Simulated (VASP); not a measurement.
A cell of Be (hcp) near equilibrium:

```yaml
crystal:
  lattice:
    - [1.13290, -1.96225, 0.00000]
    - [1.13290, 1.96225, 0.00000]
    - [0.00000, 0.00000, 3.56126]
  atoms:
    - { symbol: Be, position: [0.33333, 0.66667, 0.25000] }
    - { symbol: Be, position: [0.66667, 0.33333, 0.75000] }
```

The numbers are results of r2SCAN meta-GGA, VASP's PBE PAW potentials (set 64) (plane waves; VASP), not measurements.

```csv
run,ΔE (meV/atom),σxx,σyy,σzz,"largest shear component, with its sign (GPa)",largest force (eV/Å)
as it is,0.0,-0.98,-0.98,1.99,0.00,0.000
after one change,8.4,2.31,-4.13,2.41,0.00,0.320
```
Stress is in GPa, positive when the cell is compressed.

Q: Which change was made?
(A) uniaxial strain of +2.0 % along z
(B) atom 2 (Be) moved by -0.100 Å along y
(C) uniaxial strain of +0.5 % along y
(D) atom 2 (Be) moved by -0.075 Å along x

A: B, atom 2 (Be) moved by -0.100 Å along y

The compound is Be in the hcp structure.
